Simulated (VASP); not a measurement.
```xyz
4
Lattice="3.9093 0.0000 0.0000 0.0000 3.9093 0.0000 0.0000 0.0000 3.9093" Properties=species:S:1:pos:R:3 pbc="T T T"
Ti     0.0000     0.0000     0.0000
Pt     0.0000     1.9546     1.9546
Pt     1.9546     0.0000     1.9546
Pt     1.9546     1.9546     0.0000
```

All values below come from vdW-DF-cx, VASP's PBE PAW potentials (set 64) (plane waves; VASP). Numerical set-up: 520 eV cut-off, Gaussian smearing of 0.050 eV, potentials Ti_sv Pt.

Task: Give the energies of bands 11 to 24 at the high-symmetry points, in eV from the Fermi level.

Result: 
| band | Γ | X | M | R |
|---|---|---|---|---|
| 11 | -6.69 | -5.04 | -4.81 | -4.47 |
| 12 | -3.61 | -4.67 | -4.81 | -3.64 |
| 13 | -3.61 | -4.36 | -4.35 | -3.64 |
| 14 | -3.61 | -4.36 | -4.35 | -3.64 |
| 15 | -1.69 | -3.57 | -4.12 | -3.04 |
| 16 | -1.69 | -3.11 | -3.19 | -3.04 |
| 17 | -0.55 | -2.67 | -3.11 | -0.96 |
| 18 | 0.02 | -2.67 | -3.11 | -0.69 |
| 19 | 0.02 | -2.61 | -2.45 | -0.69 |
| 20 | 0.02 | -1.39 | -2.31 | -0.69 |
| 21 | 1.33 | -0.25 | -2.26 | -0.47 |
| 22 | 1.33 | -0.25 | 0.16 | -0.47 |
| 23 | 1.56 | 0.02 | 0.16 | -0.47 |
| 24 | 1.56 | 0.42 | 0.32 | 1.14 |

It has no gap at this level: it comes out as a metal or semimetal.

The compound is Pt3Ti in the L1_2 structure. It was relaxed first.
